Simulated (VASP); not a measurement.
Data:

```
Al2Pt
1.0
    0.00000     2.97628     2.97628
    2.97628     0.00000     2.97628
    2.97628     2.97628     0.00000
Al Pt
2 1
Cartesian
  1.48814   1.48814   1.48814
  4.46441   4.46441   4.46441
  0.00000   0.00000   0.00000
```

Method: PBE GGA, VASP's PBE PAW potentials (set 64) (plane waves; VASP). Run with 300 eV cut-off, 7×7×7 Γ-centred mesh, Fermi-Dirac smearing of 0.10 eV, potentials Al Pt.

Problem. Give the energies of bands 1 to 11 at the high-symmetry points, in eV from the Fermi level.

Solution. 
```json
[
 {"band": "1", "Γ": "-10.06", "X": "-6.13", "U": "-6.34", "L": "-7.76", "W": "-5.90"},
 {"band": "2", "Γ": "-4.92", "X": "-5.96", "U": "-5.83", "L": "-6.00", "W": "-5.90"},
 {"band": "3", "Γ": "-4.92", "X": "-5.75", "U": "-5.44", "L": "-4.61", "W": "-5.29"},
 {"band": "4", "Γ": "-4.92", "X": "-3.69", "U": "-4.21", "L": "-4.61", "W": "-4.95"},
 {"band": "5", "Γ": "-3.59", "X": "-3.69", "U": "-3.86", "L": "-3.62", "W": "-3.68"},
 {"band": "6", "Γ": "-3.59", "X": "-3.33", "U": "-3.54", "L": "-3.38", "W": "-3.18"},
 {"band": "7", "Γ": "2.81", "X": "-3.12", "U": "-2.98", "L": "-3.38", "W": "-2.72"},
 {"band": "8", "Γ": "3.83", "X": "-1.55", "U": "-1.96", "L": "1.03", "W": "-2.72"},
 {"band": "9", "Γ": "3.83", "X": "-1.55", "U": "-0.57", "L": "1.03", "W": "-0.86"},
 {"band": "10", "Γ": "3.83", "X": "3.01", "U": "3.23", "L": "3.75", "W": "5.12"},
 {"band": "11", "Γ": "5.31", "X": "3.37", "U": "5.37", "L": "5.08", "W": "5.12"}
]
```

It has no gap at this level: it comes out as a metal or semimetal.

The structure is a typed PtAl2 crystal (Fm-3m). The cell was not relaxed at this level.
